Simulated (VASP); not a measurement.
Data:

```
Ho
1.0
    1.75617    -3.17305     0.00000
    1.75617     3.17305     0.00000
    0.00000     0.00000     5.75338
Ho
2
Direct
  0.33333   0.66667   0.25000
  0.69194   0.35860   0.75000
```
Cell charge +0.5.

These are PBE GGA, VASP's PBE PAW potentials (set 64) (plane waves; VASP) values and carry that method's errors. Numerical set-up: NELECT = 17.5, 400 eV cut-off, 11×11×6 Γ-centred mesh, Gaussian smearing of 0.050 eV, potentials Ho_3.

The 4f electrons are frozen in the core of the lanthanide potential, so 4f levels, which can set the real gap, and their magnetism are missing. The cell is charged, with a uniform compensating background.

Question: Which forces act on the atoms, in eV/Å?

Answer: 
```csv
atom,Fx,Fy,Fz
Ho1,0.124,-0.095,0.000
Ho2,-0.124,0.095,0.000
```

Question: Give the stress tensor in GPa (positive for a compressed cell).

Answer: 
```
-5.30  -0.38   0.00
-0.38  -7.85   0.00
 0.00   0.00  -7.33
```
The pressure is its mean diagonal, -6.83 GPa.

The compound is Ho in the hcp structure. The cell was not relaxed at this level, atoms are displaced from their ideal sites. The run is one of a series of settings (ISMEAR = 0, NELECT = 17.5, SIGMA = 0.05 against the base run), some of them coarse on purpose.
